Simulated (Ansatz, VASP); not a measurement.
**Sn2Pb: VASP beside Ansatz**

```
Pb Sn
1.0
     0.00000    3.74700    3.74700
     3.74700    0.00000    3.74700
     3.74700    3.74700    0.00000
Pb Sn
1 2
Cartesian
  0.0000 0.0000 0.0000
  1.8735 1.8735 1.8735
  5.6205 5.6205 5.6205
```

Alike in both runs: task single point; functional PBEsol; k mesh 10 × 10 × 10; occupations fermi-dirac, width 0.15 eV; no spin polarisation.

```csv
,VASP,Ansatz
version,VASP 6.6.1,Ansatz 0.2.0
potentials or method,"VASP PAW PBE potentials, release 64 (Pb_d, Sn_d)","scalar-relativistic, plane waves, PAW"
plane-wave cutoff (eV),520,420
valence electrons in the cell,42,42
```

```csv
,VASP,Ansatz,Ansatz less VASP
gap on the k mesh at the Fermi level (eV),none,none,-
pressure (GPa),-2.5,-2.4,+0.11
```

A gap of «none» marks a metal or a gap that the smearing closes.

Caveats: the PAW data sets were made with another functional, which shifts forces and pressure a little (VASP). Spin-orbit coupling is left out, which matters for the levels of Pb.
